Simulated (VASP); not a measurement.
Input:

```yaml
crystal:
  lattice:
    - [0.00000, 2.75294, 2.75294]
    - [2.75294, 0.00000, 2.75294]
    - [2.75294, 2.75294, 0.00000]
  atoms:
    - { symbol: Ga, position: [0.00000, 0.00000, 0.00000] }
    - { symbol: P, position: [0.25000, 0.25000, 0.25000] }
```

Computed with PBE GGA, VASP's PBE PAW potentials (set 64) (plane waves; VASP). Numerical set-up: 520 eV cut-off, Gaussian smearing of 0.050 eV, potentials Ga_d P.

Question: Give the energies of bands 7 to 12 at the high-symmetry points, in eV from the valence-band maximum.

Answer: 
```tsv
band	Γ	X	U	L	W
7	0.00	-6.61	-6.41	-6.46	-6.42
8	0.00	-2.58	-3.78	-1.07	-3.43
9	0.00	-2.58	-2.16	-1.07	-3.27
10	1.58	1.72	2.21	1.58	4.70
11	3.90	1.85	4.75	4.73	4.73
12	3.90	10.37	8.14	4.73	6.02
```

The gap is direct, 1.58 eV, from the valence maximum at Γ to the conduction minimum at Γ.

Measured: gap 2.43 eV (computed value off by -0.85 eV), as given by Wei Chen et al., Physical Review Materials (2018), doi:10.1103/physrevmaterials.2.073803 [zero-point renormalisation of 0.08 eV added back (the table's ZPR column)].

The compound is GaP in the zinc blende structure. It was relaxed first.
